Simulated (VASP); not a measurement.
# Al2SiF2 (I4/mmm) in VASP: notebook

The runs below take Al2SiF2 through relaxation of cell and atoms, single point, with PBE, r2SCAN.

Program: VASP 6.6.1. These are calculated values, not measurements. Logs are shortened: lines on timing, memory, paths and dates and some standing lists are left out, and cuts for length are marked.

### 1 The crystal as given

It takes space group I4/mmm (No. 139, tetragonal). Conventional cell: a = 3.306 Å, b = 3.306 Å, c = 11.615 Å, α = 90.00°, β = 90.00°, γ = 90.00°. Al (site symmetry 4mm) has 4 F at 2.18 Å as nearest neighbours. Si (site symmetry 4/mmm) is surrounded by 8 Al at 2.77 Å. Around F (site symmetry -4m2) lie 4 Al at 2.18 Å and 4 F at 2.34 Å.

The cell was built by a generator and needn't be a form met in nature.

### 2 Relaxation of cell and atoms, PBE

INCAR reads:

```
ALGO = Normal ; EDIFF = 1E-7
EDIFFG = -0.005 ; ENCUT = 520
GGA = PE ; IBRION = 2
ISIF = 3 ; ISMEAR = 0
KPAR = 4 ; LASPH = T
LCHARG = F ; LREAL = F
LWAVE = F ; NELM = 120
NSW = 60 ; POTIM = 0.3
PREC = Accurate ; SIGMA = 0.1
```

KPOINTS reads:

```
k-points
0
Gamma
  12 12 12
```

POSCAR reads:

```
Al2SiF2                                 
1.0
   -1.6530221047      1.6530221047      5.8077369574
    1.6530221047     -1.6530221047      5.8077369574
    1.6530221047      1.6530221047     -5.8077369574
  Al              Si              F             
     2     1     2
Direct
     0.3726623429734270    0.3726623429734270    0.0000000000000000
     0.6273376570265730    0.6273376570265730    0.0000000000000000
     1.0000000000000000    1.0000000000000000    0.0000000000000000
     0.7500000000000000    0.2500000000000000    0.5000000000000000
     0.2500000000000000    0.7500000000000000    0.5000000000000000
```

Potentials or basis: VASP PAW PBE potentials, release 64 (Al, Si, F).

On the command line:

```
cat potpaw_PBE.64/Al/POTCAR potpaw_PBE.64/Si/POTCAR potpaw_PBE.64/F/POTCAR > POTCAR
mpirun -np 4 vasp_std > vasp.out
```

OUTCAR:

```text
EDIFF = 1E-7
   EDIFFG = -0.005
   ENCUT = 520
   GGA = PE
   IBRION = 2
   ISIF = 3
   ISMEAR = 0
   LASPH = T
   LREAL = F
   NELM = 120
   NSW = 60
   POTIM = 0.3
   PREC = Accurate

 ion  position               nearest neighbor table
   1  0.373  0.373  0.000-   5 2.18   4 2.18   4 2.18   5 2.18   3 2.77   3 2.77   3 2.77   3 2.77
                             2 2.96
   2  0.627  0.627  0.000-   5 2.18   4 2.18   4 2.18   5 2.18   3 2.77   3 2.77   3 2.77   3 2.77
                             1 2.96
   3  0.000  0.000  0.000-   2 2.77   2 2.77   2 2.77   1 2.77   2 2.77   1 2.77   1 2.77   1 2.77

   4  0.750  0.250  0.500-   1 2.18   2 2.18   1 2.18   2 2.18
   5  0.250  0.750  0.500-   1 2.18   2 2.18   1 2.18   2 2.18

  LATTYP: Found a body centered tetragonal cell.
 ALAT       =     3.3060442094
 C/A-ratio  =     3.5134055019

  Lattice vectors:

 A1 = (  -1.6530221047,   1.6530221047,   5.8077369574)
 A2 = (   1.6530221047,  -1.6530221047,   5.8077369574)
 A3 = (   1.6530221047,   1.6530221047,  -5.8077369574)

Analysis of symmetry for initial positions (statically):
=====================================================================
 Subroutine PRICEL returns:
 Original cell was already a primitive cell.

 Routine SETGRP: Setting up the symmetry group for a
 body centered tetragonal supercell.

 Subroutine GETGRP returns: Found 16 space group operations
 (whereof 16 operations were pure point group operations)
 out of a pool of 16 trial point group operations.

The static configuration has the point symmetry D_4h.

Analysis of symmetry for dynamics (positions and initial velocities):
=====================================================================
 Subroutine PRICEL returns:
 Original cell was already a primitive cell.

 Routine SETGRP: Setting up the symmetry group for a
 body centered tetragonal supercell.

 Subroutine GETGRP returns: Found 16 space group operations
 (whereof 16 operations were pure point group operations)
 out of a pool of 16 trial point group operations.

The dynamic configuration has the point symmetry D_4h.

 Subroutine INISYM returns: Found 16 space group operations
 (whereof 16 operations are pure point group operations),
 and found     1 'primitive' translations

----------------------------------------------------------------------------------------

                                     Primitive cell

  volume of cell :      63.4781

  direct lattice vectors                    reciprocal lattice vectors
    -1.653022105  1.653022105  5.807736957     0.000000000  0.302476294  0.086092053
     1.653022105 -1.653022105  5.807736957     0.302476294  0.000000000  0.086092053
     1.653022105  1.653022105 -5.807736957     0.302476294  0.302476294  0.000000000

  length of vectors
     6.260572875  6.260572875  6.260572875     0.314489666  0.314489666  0.427766077

  position of ions in fractional coordinates (direct lattice)
     0.372662343  0.372662343  0.000000000
     0.627337657  0.627337657  0.000000000
     0.000000000  0.000000000  0.000000000
     0.750000000  0.250000000  0.500000000
     0.250000000  0.750000000  0.500000000

  ion indices of the primitive-cell ions
   primitive index   ion index
                 1           1
                 2           2
                 3           3
                 4           4
                 5           5

----------------------------------------------------------------------------------------

 KPOINTS: k-points

Automatic generation of k-mesh.
 Grid dimensions read from file:
 generate k-points for:   12   12   12

 Generating k-lattice:
[... 74 lines left out ...]
   NUPDOWN=      -1.0000    fix difference up-down
   EMIN   =  10.00;   EMAX   =-10.00  energy-range for DOS
   EFERMI =   0.00;   METHOD = LEGACY
   ISMEAR =     0;   SIGMA  =   0.10  broadening in eV -4-tet -1-fermi 0-gaus
   EFERMI_NEDOS =   21; number of points for ismear=-14 and -15
   IALGO  =     38    algorithm
   IMIX   =      4    mixing-type and parameters
     AMIX     =   0.40;   BMIX     =  1.00
     AMIX_MAG =   1.60;   BMIX_MAG =  1.00
  volume/ion in A,a.u.               =      12.70        85.67
  Fermi-wavevector in a.u.,A,eV,Ry     =   1.183779  2.237017 19.066277  1.401332
  Thomas-Fermi vector in A             =   2.320006
   LORBIT       =      0    0 simple, 1 ext, 2 COOP (PROOUT), +10 PAW based schemes
   GGA     = PE    functional components
   LHFCALC =     F    Hartree Fock is set to
   AEXX    =    0.0000 exact exchange contribution
   IVDW    =     0    specifies the selected vdW correction
   LEPSILON=     F    determine dielectric tensor
   LRPA    =     F    only Hartree local field effects (RPA)
 conjugate gradient relaxation of ions
 non-spin polarized calculation
 Gauss-broadening in eV      SIGMA  =   0.10
  energy-cutoff  :      520.00
  volume of cell :       63.48
 maximum number of plane-waves:      1730
   NGX = 23   NGY = 23   NGZ = 23

--------------------------------------- Ionic step        1  -------------------------------------------

 number of electron      23.9999992 magnetization

 Free energy of the ion-electron system (eV)
  ---------------------------------------------------
  ext. energy  EPLUGINS =         0.00000000
  ---------------------------------------------------
  free energy    TOTEN  =       -22.72184812 eV

  energy without entropy =      -22.71552585  energy(sigma->0) =      -22.71868698

------------------------ aborting loop because EDIFF is reached ----------------------------------------

  FORCE on cell =-STRESS in cart. coord.  units (eV):
  Direction    XX          YY          ZZ          XY          YZ          ZX
  --------------------------------------------------------------------------------------
  -------------------------------------------------------------------------------------
  Total       -0.0032008     -0.0032008      0.0261406      0.0000000     -0.0000000      0.0000000
  in kB       -0.0807868     -0.0807868      0.6597849      0.0000000     -0.0000000      0.0000000
  external PRESSURE =       0.1660704 kB  Pullay stress =       0.0000000 kB

 VOLUME and BASIS-vectors are now :
 -----------------------------------------------------------------------------
  energy-cutoff  :      520.00
  volume of cell :       63.48
      direct lattice vectors                 reciprocal lattice vectors
    -1.653022105  1.653022105  5.807736957     0.000000000  0.302476294  0.086092053
     1.653022105 -1.653022105  5.807736957     0.302476294  0.000000000  0.086092053
     1.653022105  1.653022105 -5.807736957     0.302476294  0.302476294  0.000000000

 POSITION                                       TOTAL-FORCE (eV/Angst)
 -----------------------------------------------------------------------------------
      0.00000      0.00000      4.32865         0.000000      0.000000      0.000140
      0.00000      0.00000      7.28682        -0.000000     -0.000000     -0.000140
      0.00000      0.00000      0.00000         0.000000      0.000000     -0.000000
     -0.00000      1.65302      2.90387         0.000000      0.000000      0.000000
      1.65302     -0.00000      2.90387         0.000000      0.000000      0.000000
 -----------------------------------------------------------------------------------
    total drift:                                0.000000      0.000000      0.000000

  FREE ENERGIE OF THE ION-ELECTRON SYSTEM (eV)
  ---------------------------------------------------
  free  energy   TOTEN  =       -22.7218481177 eV

  energy  without entropy=      -22.7155258501  energy(sigma->0) =      -22.71868698

--------------------------------------- Ionic step        2  -------------------------------------------

 number of electron      23.9999992 magnetization

 Free energy of the ion-electron system (eV)
  ---------------------------------------------------
  ext. energy  EPLUGINS =         0.00000000
  ---------------------------------------------------
  free energy    TOTEN  =       -22.72185094 eV

  energy without entropy =      -22.71554314  energy(sigma->0) =      -22.71869704

 E-fermi :   7.9569     XC(G=0): -10.5916

 val. band max:        7.9440445949   @ k =  -0.1667  -0.2500   0.0833
 cond. band min:       7.9627769901   @ k =  -0.2500  -0.3333   0.1667
 fundamental gap:      0.0187323952
 Fermi energy:         7.9568680603

 k-point     1 :       0.0000    0.0000    0.0000
  band No.  band energies     occupation
      1     -19.1407      2.00000
      2     -17.2648      2.00000
      3      -3.0434      2.00000
      4      -2.4635      2.00000
      5      -1.0100      2.00000
      6      -1.0100      2.00000
[... 433 lines left out ...]
      3      -1.6203      2.00000
      4      -1.3489      2.00000
      5      -0.9930      2.00000
      6      -0.5623      2.00000
[... 8 lines left out ...]
     15      11.3239      0.00000
     16      12.8174      0.00000

 [... further k-points ...]

------------------------ aborting loop because EDIFF is reached ----------------------------------------

  FORCE on cell =-STRESS in cart. coord.  units (eV):
  Direction    XX          YY          ZZ          XY          YZ          ZX
  --------------------------------------------------------------------------------------
  -------------------------------------------------------------------------------------
  Total       -0.0036881     -0.0036881      0.0117153      0.0000000     -0.0000000      0.0000000
  in kB       -0.0930756     -0.0930756      0.2956582      0.0000000     -0.0000000      0.0000000
  external PRESSURE =       0.0365024 kB  Pullay stress =       0.0000000 kB

 VOLUME and BASIS-vectors are now :
 -----------------------------------------------------------------------------
  energy-cutoff  :      520.00
  volume of cell :       63.49
      direct lattice vectors                 reciprocal lattice vectors
    -1.652991475  1.652991475  5.808615849     0.000000000  0.302481899  0.086079027
     1.652991475 -1.652991475  5.808615849     0.302481899  0.000000000  0.086079027
     1.652991475  1.652991475 -5.808615849     0.302481899  0.302481899  0.000000000

 POSITION                                       TOTAL-FORCE (eV/Angst)
 -----------------------------------------------------------------------------------
      0.00000      0.00000      4.32931        -0.000000     -0.000000     -0.001193
      1.65299      1.65299      1.47931         0.000000      0.000000      0.001193
      0.00000      0.00000     -0.00000        -0.000000     -0.000000     -0.000000
     -0.00000      1.65299      2.90431        -0.000000     -0.000000     -0.000000
      1.65299     -0.00000      2.90431        -0.000000     -0.000000     -0.000000
 -----------------------------------------------------------------------------------
    total drift:                                0.000000      0.000000      0.000000

  FREE ENERGIE OF THE ION-ELECTRON SYSTEM (eV)
  ---------------------------------------------------
  free  energy   TOTEN  =       -22.7218509430 eV

  energy  without entropy=      -22.7155431377  energy(sigma->0) =      -22.71869704

 reached required accuracy - stopping structural energy minimisation
```

Wall time 1.7 min (4 MPI ranks of Intel Xeon 6975P-C (Granite Rapids), shared host); peak memory 0.44 GiB.

What came out:

```yaml
Free_energy: -22.7219 eV
Relaxed_volume: 12.70 Å³/atom
Relaxed_cell: a = 6.261 Å, b = 6.261 Å, c = 6.261 Å, α = 149.39°, β = 149.39°, γ = 43.84°
Space_group_after_relaxing_to_0.05_Å: I4/mmm (No. 139)
Energy_gained_by_relaxing: 0.0 meV/atom
Ionic_steps: 2
Pressure_after_relaxing: 0.0 GPa
Band_gap_on_the_k_mesh: none (metal or under the smearing width)
```

Final structure:
```xyz
5
Lattice="-1.6530 1.6530 5.8086 1.6530 -1.6530 5.8086 1.6530 1.6530 -5.8086" Properties=species:S:1:pos:R:3 pbc="T T T"
Al    0.0000    0.0000    4.3293
Al    1.6530    1.6530    1.4793
Si    0.0000    0.0000    0.0000
F     0.0000    1.6530    2.9043
F     1.6530    0.0000    2.9043
```

### 3 Single point, r2SCAN

INCAR reads:

```
SYSTEM = Al2SiF2
ALGO = Normal
EDIFF = 1E-6
ENCUT = 520
ISIF = 2
ISMEAR = 0
KPAR = 4
LASPH = .True.
LCHARG = .False.
LMIXTAU = .True.
LREAL = .False.
LWAVE = .False.
METAGGA = R2SCAN
NELM = 150
PREC = Accurate
SIGMA = 0.1
```

KPOINTS reads:

```
k-points
0
Gamma
  12 12 12
  0 0 0
```

POSCAR reads:

```
Al2SiF2                                 
1.0
   -1.6529914748      1.6529914748      5.8086158492
    1.6529914748     -1.6529914748      5.8086158492
    1.6529914748      1.6529914748     -5.8086158492
  Al              Si              F             
     2     1     2
Direct
     0.3726626924518802    0.3726626924518802    0.0000000000000000
     0.6273373075481198    0.6273373075481198    1.0000000000000000
     0.0000000000000000    0.0000000000000000    0.0000000000000000
     0.7500000000000000    0.2500000000000000    0.5000000000000000
     0.2500000000000000    0.7500000000000000    0.5000000000000000
```

Potentials or basis: VASP PAW PBE potentials, release 64 (Al, Si, F).

On the command line:

```
cat potpaw_PBE.64/Al/POTCAR potpaw_PBE.64/Si/POTCAR potpaw_PBE.64/F/POTCAR > POTCAR
mpirun -np 4 vasp_std > vasp.out
```

Wall time 5.6 min (4 MPI ranks of Intel Xeon 6975P-C (Granite Rapids), shared host); peak memory 0.46 GiB.

The run converged. Its results:

- Free energy: -35.0294 eV
- Pressure: -4.4 GPa
- Largest force: 0.093 eV/Å
- Band gap on the k mesh: none (metal or under the smearing width)

Forces on the atoms (eV/Å):
```
Al   0.000  0.000 -0.093
Al   0.000  0.000  0.093
Si   0.000  0.000  0.000
F    0.000  0.000  0.000
F    0.000  0.000  0.000
```

Stress tensor (GPa, compression positive):
```
-4.53  0.00  0.00
 0.00 -4.53  0.00
 0.00  0.00 -4.18
```

Levels at points of the mesh, in eV from the Fermi level:
```tsv
k point	band 9	band 10	band 11	band 12	band 13	band 14	band 15	band 16
(0.00, 0.00, 0.00)	-6.43	-3.82	0.41	0.63	0.63	3.11	4.20	4.74
(0.50, 0.00, 0.00)	-7.77	-6.96	-2.51	-1.36	3.09	4.33	4.91	5.47
(0.50, 0.50, 0.00)	-5.96	-4.63	-4.01	-3.66	-0.60	0.61	1.61	2.05
(0.50, 0.50, 0.50)	-6.43	-6.14	0.84	0.84	2.73	3.74	3.95	4.09
```

Caveat: the PAW data sets were made with another functional, which shifts forces and pressure a little.

### 4 Relaxation of cell and atoms, PBE

This run uses another cell than the first one, of 13.09 Å³/atom, 1.031 times its volume.

INCAR reads:

```
ALGO = Normal ; EDIFF = 1E-6
EDIFFG = -0.01 ; ENCUT = 520
GGA = PE ; IBRION = 2
ISIF = 3 ; ISMEAR = 0
KPAR = 4 ; LASPH = T
LCHARG = F ; LREAL = F
LWAVE = F ; NELM = 120
NSW = 90 ; PREC = Accurate
SIGMA = 0.1
```

KPOINTS reads:

```
k-points
0
Gamma
  12 12 4
```

POSCAR reads:

```
Al2SiF2
1.0
    3.0472205300      0.0000000000      0.0000000000
   -1.5236102600      2.6389703900      0.0000000000
    0.0000000000      0.0000000000      8.1420000000
Al Si F
2 1 2
Direct
    0.6666666700      0.3333333300      0.7752395000
    0.3333333300      0.6666666700      0.2247605000
    0.0000000000      0.0000000000      0.0000000000
    0.3333333300      0.6666666700      0.6342422000
    0.6666666700      0.3333333300      0.3657578000
```

On the command line:

```
cat potpaw_PBE.64/Al/POTCAR potpaw_PBE.64/Si/POTCAR potpaw_PBE.64/F/POTCAR > POTCAR
mpirun -np 4 vasp_std > vasp.out
```

Wall time 2.1 min (4 MPI ranks of Intel Xeon 6975P-C (Granite Rapids), shared host); peak memory 0.24 GiB.

Results (log left out):

```
Free energy                            : -22.8177 eV
Relaxed volume                         : 13.70 Å³/atom
Relaxed cell                           : a = 2.964 Å, b = 2.964 Å, c = 9.000 Å, α = 90.00°, β = 90.00°, γ = 120.00°
Space group after relaxing (to 0.05 Å) : P-3m1 (No. 164)
Energy gained by relaxing              : 31.3 meV/atom
Ionic steps                            : 24
Pressure after relaxing                : 0.1 GPa
Largest force after relaxing           : 0.006 eV/Å
Band gap on the k mesh                 : none (metal or under the smearing width)
```

Forces on the atoms (eV/Å):
```
Al   0.000  0.000 -0.003
Al   0.000  0.000  0.003
Si   0.000  0.000  0.000
F    0.000  0.000  0.006
F    0.000  0.000 -0.006
```

Step by step:
| step | energy change (eV) | largest force (eV/Å) | pressure (GPa) | volume (Å³) |
| --- | --- | --- | --- | --- |
| 1 | 0.0000 | 0.2004 | 3.68 | 65.47 |
| 2 | -0.0582 | 0.1876 | -0.62 | 68.36 |
| 3 | -0.0607 | 0.2457 | -1.64 | 69.25 |
| 4 | -0.1004 | 0.1562 | -1.64 | 69.24 |
| 5 | -0.1073 | 0.4359 | -1.72 | 69.21 |
| 6 | -0.1356 | 0.3433 | -0.13 | 67.46 |
| 7 | -0.1397 | 0.2822 | 0.67 | 66.63 |
| 8 | -0.1434 | 0.2250 | -0.28 | 67.11 |
| 9 | -0.1444 | 0.1376 | -0.01 | 66.96 |
| 10 | -0.1465 | 0.1188 | 0.13 | 67.04 |
| 11 | -0.1497 | 0.0722 | 0.50 | 67.28 |
| 12 | -0.1511 | 0.0497 | 0.40 | 67.47 |
| 13 | -0.1538 | 0.0308 | 0.00 | 68.02 |
| 14 | -0.1529 | 0.1807 | -0.70 | 69.13 |
| 15 | -0.1544 | 0.0917 | -0.33 | 68.45 |
| 16 | -0.1544 | 0.0824 | -0.24 | 68.38 |
| 17 | -0.1551 | 0.0624 | -0.19 | 68.41 |
| 18 | -0.1564 | 0.0231 | -0.13 | 68.51 |
| 19 | -0.1551 | 0.1212 | 0.01 | 68.69 |
| 20 | -0.1566 | 0.0310 | -0.13 | 68.56 |
| 21 | -0.1566 | 0.0331 | -0.11 | 68.55 |
| 22 | -0.1566 | 0.0325 | -0.11 | 68.55 |
| 23 | -0.1566 | 0.0107 | 0.14 | 68.46 |
| 24 | -0.1567 | 0.0061 | 0.06 | 68.49 |

Final structure:
```yaml
crystal:
  lattice:
    - [2.96436, 0.00000, 0.00000]
    - [-1.48218, 2.56721, 0.00000]
    - [0.00000, 0.00000, 9.00021]
  atoms:
    - { symbol: Al, position: [0.66667, 0.33333, 0.78195] }
    - { symbol: Al, position: [0.33333, 0.66667, 0.21805] }
    - { symbol: Si, position: [0.00000, 0.00000, 0.00000] }
    - { symbol: F, position: [0.33333, 0.66667, 0.64655] }
    - { symbol: F, position: [0.66667, 0.33333, 0.35345] }
```

Levels at points of the mesh, in eV from the Fermi level:
```csv
k point,band 8,band 9,band 10,band 11,band 12,band 13,band 14,band 15,band 16
"(0.00, 0.00, 0.00)",-7.09,-7.09,-6.08,-2.77,0.73,3.28,5.87,5.87,7.84
"(0.50, 0.00, 0.00)",-7.51,-7.22,-6.17,-3.75,-1.81,1.39,2.18,2.54,4.84
"(0.00, 0.00, 0.50)",-7.09,-7.09,-6.57,-2.21,0.01,4.14,5.87,5.87,6.43
"(0.50, 0.00, 0.50)",-7.51,-7.37,-6.18,-3.68,-1.81,1.32,2.19,2.59,4.86
```

[end of part 1 of 2]
